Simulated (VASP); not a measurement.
VASP ran on this input.

### KPOINTS
```
kpoints
0
gamma
 6 6 4
```

File POSCAR:
```
ZnS
1
    1.8920628452    -3.2771489377     0.0000000000
    1.8920628452     3.2771489377     0.0000000000
    0.0000000000     0.0000000000     6.1960444571
Zn S
2 2
Direct
  0.6666670000   0.3333330000   0.5001341469
  0.3333330000   0.6666670000   0.0001341469
  0.6666670000   0.3333330000   0.8748658531
  0.3333330000   0.6666670000   0.3748658531
```

### INCAR
```
SYSTEM=ZnS
PREC=Accurate; ENCUT=520; LREAL=F
LASPH=T
EDIFF=1E-6; NELM=100; ALGO=Normal
LMAXMIX=4; LMIXTAU=T
ISMEAR=0; SIGMA=0.05
METAGGA=R2SCAN
IBRION=2; NSW=60; ISIF=3
EDIFFG=-0.02
LWAVE=F; LCHARG=F
```

POTCAR, in this order: Zn S (PBE.64 set). Program: vasp_std.

Translate this r2SCAN calculation to Ansatz.

One equivalent input (not run):
Ansatz 0.2 input:
```yaml
crystal:
  lattice:
    - [1.8920628, -3.2771489, 0.0000000]
    - [1.8920628, 3.2771489, 0.0000000]
    - [0.0000000, 0.0000000, 6.1960445]
  atoms:
    - { symbol: Zn, position: [0.6666670, 0.3333330, 0.5001341] }
    - { symbol: Zn, position: [0.3333330, 0.6666670, 0.0001341] }
    - { symbol: S, position: [0.6666670, 0.3333330, 0.8748659] }
    - { symbol: S, position: [0.3333330, 0.6666670, 0.3748659] }
kpoints:
  mp_grid: { grid: [6, 6, 4] }
hamiltonian:
  xc: r2scan
  pseudopotentials: { kind: paw }
scf:
  occupations: { method: gaussian, width: 0.05 }
  max_iter: 100
relax:
  max_steps: 60
  f_tol: 0.02
  cell: {}
output: { forces: true, stress: true, eigenvalues: true }
```
What does not carry over: each code has its own PAW files, so the cut-off isn't converted (ENCUT is set for VASP's; basis.ecutwfc is left out, and Ansatz then takes the one that its files recommend); Ansatz stops its SCF on the density residual and VASP on the energy change (EDIFF).

The compound is ZnS in the wurtzite structure, the high-temperature form. This run relaxes it. Symmetry was kept, so distortions that lower it aren't found. The start is the result of an earlier pass.
